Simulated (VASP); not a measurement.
Data:

```
BN
1.0
    0.00000     1.83067     1.83067
    1.83067     0.00000     1.83067
    1.83067     1.83067     0.00000
B N
1 1
Direct
  0.00000   0.00000   0.00000
  0.25000   0.25000   0.25000
```

Computed with PBE GGA, VASP's PBE PAW potentials (set 64) (plane waves; VASP). Numerical set-up: 520 eV cut-off, 12×12×12 Γ-centred mesh, Gaussian smearing of 0.050 eV, potentials B N.

Question: The job: BN (zinc blende), 2 atoms, PBE, static run, 520 eV, 12×12×12 Γ-centred mesh. Roughly how much core time does it take on a busy server core?

Answer: About 6 core-seconds (one run on a shared machine, a rough figure). It had 72 irreducible k-points, 8 bands, up to 343 plane waves and 13 electronic steps.

The compound is BN in the zinc blende structure. This cell is one point of a volume scan, at 1.03 of the reference volume.
